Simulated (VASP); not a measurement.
Calculation: PBE GGA, VASP's PBE PAW potentials (set 64) (plane waves; VASP 6.6.1).

The input files of a VASP run:

KPOINTS:
```
k-points along high-symmetry lines
15
Line-mode
Reciprocal
  0.000000   0.000000   0.000000 ! GAMMA
 -0.500000  -0.500000   0.000000 ! X

 -0.500000  -0.500000   0.000000 ! X
 -0.375000  -0.375000   0.250000 ! U

 -0.375000  -0.000000   0.375000 ! K
  0.000000   0.000000   0.000000 ! GAMMA

  0.000000   0.000000   0.000000 ! GAMMA
  0.000000   0.000000   0.500000 ! L

  0.000000   0.000000   0.500000 ! L
 -0.500000  -0.250000   0.250000 ! W

 -0.500000  -0.250000   0.250000 ! W
 -0.500000  -0.500000   0.000000 ! X
```

**INCAR**
```
SYSTEM=CdS
PREC=Accurate; ENCUT=520; LREAL=.FALSE.
LASPH=.TRUE.; ICHARG=11
EDIFF=1E-6; NELM=100; ALGO=Normal
LMAXMIX=4
ISMEAR=0; SIGMA=0.05
GGA=PE
LWAVE=.FALSE.; LCHARG=.FALSE.
```

### POSCAR
```
CdS
1
    0.0000000000     2.9683661226     2.9683661226
    2.9683661226     0.0000000000     2.9683661226
    2.9683661226     2.9683661226     0.0000000000
Cd S
1 1
Direct
  0.0000000000   0.0000000000   0.0000000000
  0.2500000000   0.2500000000   0.2500000000
```

POTCAR, in this order: Cd S (PBE.64 set). Program: vasp_std. Read from the step before: CHGCAR.

What VASP printed:

File OSZICAR:
```
       N       E                     dE             d eps       ncg     rms          rms(c)
DAV:   1     0.108758837464E+03    0.10876E+03   -0.92772E+03  2388   0.126E+03
DAV:   2    -0.816159893955E+00   -0.10957E+03   -0.10491E+03  2790   0.296E+02
DAV:   3    -0.538586076804E+01   -0.45697E+01   -0.45274E+01  2715   0.624E+01
DAV:   4    -0.541875525914E+01   -0.32894E-01   -0.32888E-01  2710   0.519E+00
DAV:   5    -0.541923421120E+01   -0.47895E-03   -0.47895E-03  2790   0.600E-01
DAV:   6    -0.541924457333E+01   -0.10362E-04   -0.10362E-04  2725   0.824E-02
DAV:   7    -0.541924484967E+01   -0.27633E-06   -0.27631E-06  2780   0.123E-02
   1 F= -.54192448E+01 E0= -.54192448E+01  d E =-.652910E-16
```

File OUTCAR:
```
 val. band max:        0.8770383082   @ k =   0.0000   0.0000   0.0000

 cond. band min:       1.9087563331   @ k =   0.0000   0.0000   0.0000



 k-point     1 :       0.0000    0.0000    0.0000
  band No.  band energies     occupation
      1     -11.1826      2.00000
      2      -6.6763      2.00000
      3      -6.6763      2.00000
      4      -6.6763      2.00000
      5      -6.2654      2.00000
      6      -6.2654      2.00000
      7       0.8770      2.00000
      8       0.8770      2.00000
      9       0.8770      2.00000
     10       1.9088      0.00000
     11       7.4271      0.00000
     12       7.4271      0.00000
     13       7.4271      0.00000

 k-point     2 :      -0.0357   -0.0357    0.0000
  band No.  band energies     occupation
      1     -11.1763      2.00000
      2      -6.6730      2.00000
      3      -6.6730      2.00000
      4      -6.6728      2.00000
      5      -6.2666      2.00000
      6      -6.2645      2.00000
      7       0.7252      2.00000
      8       0.8509      2.00000
      9       0.8509      2.00000
     10       2.0714      0.00000
     11       7.3586      0.00000
     12       7.4634      0.00000
     13       7.4634      0.00000

 k-point     3 :      -0.0714   -0.0714    0.0000
  band No.  band energies     occupation
      1     -11.1578      2.00000
      2      -6.6635      2.00000
      3      -6.6635      2.00000
      4      -6.6623      2.00000
      5      -6.2702      2.00000
      6      -6.2617      2.00000
      7       0.4090      2.00000
      8       0.7750      2.00000
      9       0.7750      2.00000
     10       2.4184      0.00000
     11       7.1716      0.00000
     12       7.5700      0.00000
     13       7.5700      0.00000

 k-point     4 :      -0.1071   -0.1071    0.0000
  band No.  band energies     occupation
      1     -11.1279      2.00000
      2      -6.6478      2.00000
      3      -6.6478      2.00000
      4      -6.6444      2.00000
...
```

The density is held fixed in this step, so its total energy and stress have no physical meaning.

The compound is CdS in the zinc blende structure, a metastable form; wurtzite is the usual one. It was relaxed first, which changed the volume by +6 %.
